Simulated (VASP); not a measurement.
Runs of VASP 6.6.1 on Te4O. The structure is cubic, space group Pm-3m (No. 221). The conventional cell has a = 5.083 Å, b = 5.083 Å, c = 5.083 Å, α = 90.00°, β = 90.00°, γ = 90.00°. Around Te (site symmetry 4/mmm) lie 2 O at 2.54 Å. Te (site symmetry m-3m) is surrounded by 12 Te at 3.59 Å. Around O (site symmetry m-3m) lie 6 Te at 2.54 Å. The cell was built by a generator and needn't be a form met in nature.

```tsv
task	level	potentials or basis	cell	cutoff (eV)	smearing	gap on the mesh (eV)	pressure (GPa)	relaxed volume (Å³/atom)
relaxation of cell and atoms	PBE	VASP PAW PBE potentials, release 64 (Te, O)	relaxed	600	gaussian 0.05 eV	none	0.0	24.16
relaxation of the atoms	LDA	VASP PAW LDA potentials, release 64 (Te, O)	atoms relaxed	520	gaussian 0.05 eV	none	-8.7	-
relaxation of cell and atoms	AM05+D4	VASP PAW PBE potentials, release 64 (Te, O)	relaxed	580	fermi-dirac 0.1 eV	none	0.0	(a)
single point	PBE	VASP PAW PBE potentials, release 64 (Te, O)	as given	520	fermi-dirac 0.05 eV	none	-4.5	-
```

Alike in all rows: no spin polarisation; k mesh 5 × 5 × 5.

Estimate the missing entries.

(a) 22.40.

Caveats: the relaxation stopped at its first step, so nothing moved (some runs); the PAW data sets were made with another functional, which shifts forces and pressure a little (some runs); pairwise dispersion overbinds metals, which lowers pressure and volume (some runs).

A k mesh can miss the band edges, and the runs leave out spin-orbit coupling on Te.

A gap of «none» marks a metal or a gap under the smearing width.
